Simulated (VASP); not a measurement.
# Pressure and energy of TiPt3 (Pm-3m) against volume within about 6 % of equilibrium, r2SCAN

Near equilibrium a solid is usually treated as a linear spring: pressure proportional to the change in volume, energy to its square. We test how far this holds for cubic TiPt3 when the cell is scaled evenly from about 6 % below to 6 % above its equilibrium volume. The answer decides whether one bulk modulus is enough to convert a volume into a pressure. Volume changes are counted from the minimum of the Birch-Murnaghan fit, 15.12 Å³ per atom, and energies from the lowest member, 15.11 Å³. Pressure is positive under compression. It comes from the stress tensor and not from the energies, so the two columns can be checked against each other.

## Calculations

A cell from a diffraction database, relaxed at this level and then scaled evenly, fractional positions kept. VASP 6.6.1, plane waves with PAW, r2SCAN, cutoff 400 eV, k mesh 7×7×7, no spin polarisation, no spin-orbit coupling, static lattice. A Birch-Murnaghan fit to the energies has its minimum at 15.12 Å³ per atom.

Notes on method and selection:

- The pressure is that of a finite plane-wave basis, so it need not vanish exactly at the minimum of the energy.
- Only series whose fit has its minimum inside the range and an error under 0.5 meV per atom are shown.
- Where rows or columns differ in functional or spin-orbit coupling, non-spherical gradient terms in the PAW spheres (LASPH) may be on in some and off in others.
- Runs that did not converge, have known faults or may not be shown are not listed, and runs on Ansatz's PAW sets soft_1 and soft_2 are kept to separate tables.

Columns:

- volume change (%): volume relative to the fitted equilibrium volume.
- pressure (GPa): pressure from the stress tensor (positive: compressed).
- energy (meV/atom): energy per atom above the lowest point of the series.

Input lines of one member:

```
PREC = Accurate
ENCUT = 400
EDIFF = 1E-06
NELM = 100
ISMEAR = 1
SIGMA = 0.2
LREAL = .FALSE.
ALGO = Normal
METAGGA = R2SCAN
LASPH = .TRUE.
NBANDS = 27
LORBIT = 11
KPAR = 4
ISIF = 2
```

Command (options for logging and memory left out): `mpirun -np 4 vasp_std`

## Numbers

```
member    volume change (%)  pressure (GPa)  energy (meV/atom)
14.20 Å³  −6.09              18.64           51.2
14.50 Å³  −4.09              11.65           22.2
14.81 Å³  −2.09              5.44            5.6
15.11 Å³  −0.09              −0.06           0.0
15.41 Å³  1.91               −4.95           4.3
15.71 Å³  3.90               −9.28           17.2
16.01 Å³  5.90               −13.11          37.9
```

Least-squares fits to the whole series, with x = volume change (%); R² and errors in the fitted variable (y, or ln y where the fit is in ln y):

```
y                  members  fit                                 R²    rms residual  leave-one-out rms  the same for the mean of the others
pressure (GPa)     7        y = −0.3060 − 2.621 x + 0.07838 x²  1.00  0.066         0.18               12
energy (meV/atom)  7        y = −0.1009 − 0.6805 x + 1.240 x²   1.00  1.1           2.9                20
```

## Mechanism

The pressure falls at every step, from 18.64 GPa at 14.20 Å³ to −13.11 GPa at 16.01 Å³, and the steps shrink from 18.64 − 11.65 = 6.99 GPa to 13.11 − 9.28 = 3.83 GPa. The energy rises on both sides of 15.11 Å³, more steeply under compression. The crystal therefore stiffens when squeezed and softens when stretched. The general reason is that the repulsion between overlapping electron shells grows faster with shrinking distance than the attraction that binds the atoms.

The simplest model with this behaviour rests on three assumptions.

1. The energy E per atom depends on volume alone, and P = −dE/dV. Cubic symmetry fixes every atomic site, so no internal relaxation is left out.
2. The bulk modulus B = −V dP/dV grows linearly with pressure, B = B₀ + B′P.
3. The fractional volume change s = (V − V₀)/V₀ is small, and P = 0 at s = 0.

To first order P = −B₀s, so B = B₀(1 − B′s). From the definition of B, dP/ds = −B/(1 + s), which to first order in s is

dP/ds = −B₀[1 − (B′ + 1)s].

Integrating from s = 0 gives the pressure:

P = −B₀[s − (B′ + 1)s²/2].

Since dE = −P V₀ ds, a second integration gives the energy:

E = V₀B₀[s²/2 − (B′ + 1)s³/6].

With x = 100s, the volume change in per cent, this becomes

E = Ax² − Cx³ and P = −k(2Ax − 3Cx²).

Here k = 100 × 0.1602 / 15.12 = 1.060 GPa per meV, because 1 meV/Å³ is 0.1602 GPa. The linear spring is the case C = 0. The parameters are V₀, taken from the printed fit, and A and C, which stand for B₀ and B′.

## Fixing and testing the model

We fix A and C on the energies of 14.50 Å³ and 15.71 Å³. No pressure enters, so every pressure below is a prediction.

Dividing each energy by x² gives 22.2 / 4.09² = 1.327 and 17.2 / 3.90² = 1.131. Then

C = (1.327 − 1.131) / (4.09 + 3.90) = 0.0245 meV

A = 1.131 + 3.90 × 0.0245 = 1.227 meV

In the pressure formula the coefficients are 2 × 1.227 × 1.060 = 2.601 and 3 × 0.0245 × 1.060 = 0.0779, so P = −2.601x + 0.0779x² in GPa. This corresponds to B₀ = 260 GPa and B′ = 300 × 0.0245 / 1.227 − 1 = 5.0.

**14.20 Å³**
- Energy: 1.227 × 6.09² + 0.0245 × 6.09³ = 51.0 meV; table 51.2.
- Pressure: 2.601 × 6.09 + 0.0779 × 6.09² = 18.73 GPa; table 18.64.

**14.81 Å³**
- Energy: 1.227 × 2.09² + 0.0245 × 2.09³ = 5.6 meV; table 5.6.
- Pressure: 2.601 × 2.09 + 0.0779 × 2.09² = 5.78 GPa; table 5.44.

**15.41 Å³**
- Energy: 1.227 × 1.91² − 0.0245 × 1.91³ = 4.3 meV; table 4.3.
- Pressure: −2.601 × 1.91 + 0.0779 × 1.91² = −4.68 GPa; table −4.95.

**16.01 Å³**
- Energy: 1.227 × 5.90² − 0.0245 × 5.90³ = 37.7 meV; table 37.9.
- Pressure: −2.601 × 5.90 + 0.0779 × 5.90² = −12.63 GPa; table −13.11.

Without the second term, the linear spring would give 2.601 × 6.09 = 15.84 GPa at 14.20 Å³ and −2.601 × 5.90 = −15.35 GPa at 16.01 Å³.

## Departures from the trend

The energies miss by at most about 0.2 meV per atom. Rounding can produce about as much, so these misses do not test the model further, although the omitted term discussed below would act in the same direction. The pressures show two real departures.

The first is an offset. From 14.50 to 15.71 Å³ the tabled pressure lies about 0.3 GPa below the model (5.78 − 5.44 = 0.34 GPa at 14.81 Å³, 4.95 − 4.68 = 0.27 GPa at 15.41 Å³). What fails is the assumption that the tabled pressure equals −dE/dV. The likely cause, which a higher cutoff would test, is the finite basis. The stress is evaluated for a fixed set of plane waves, whereas at fixed cutoff a larger cell receives more of them, which lowers its energy slightly. The stress misses this outward push and comes out too low. It therefore vanishes at a volume about 0.3 / 2.6 = 0.1 % below the energy minimum.

The second appears at the ends, where the difference is −0.09 GPa at 14.20 Å³ and −0.48 GPa at 16.01 Å³. Relative to an offset of −0.3 GPa, these are shifts of about +0.2 and −0.2 GPa. Here the small-s expansion fails. Its next term, −B₀(B′ + 1)(B′ + 2)s³/6, has these signs and a size of 260 × 6 × 7 / 6 × 0.06³ = 0.4 GPa at 6 %, part of which is already absorbed in A.

## Conclusions

Over the calculated range, a bulk modulus of 260 GPa that rises by about 5 GPa per GPa of pressure reproduces the tabled pressures to within 0.5 GPa. One constant bulk modulus, the linear spring, is adequate to about 2 %, where the term it omits is only 0.0779 × 2² = 0.31 GPa, but at 6 % it misses the tabled pressures by 2 to 3 GPa.

No omitted effect known to us rivals the spread of the pressures, 18.64 + 13.11 = 31.75 GPa. Thermal vibration does exceed the model's misses: at room temperature it adds roughly 2 × 80 / 15 × 0.16 = 1.7 GPa at fixed volume (assuming a Grüneisen parameter of about 2 and the classical vibrational energy 3kT, about 80 meV per atom), enough to expand the crystal by roughly 0.7 %.

[Logs are printed without paths, hosts, clocks, repeated set-up lines and the standing remarks that a program may print on its own settings, such as how far it seeks lower states.]
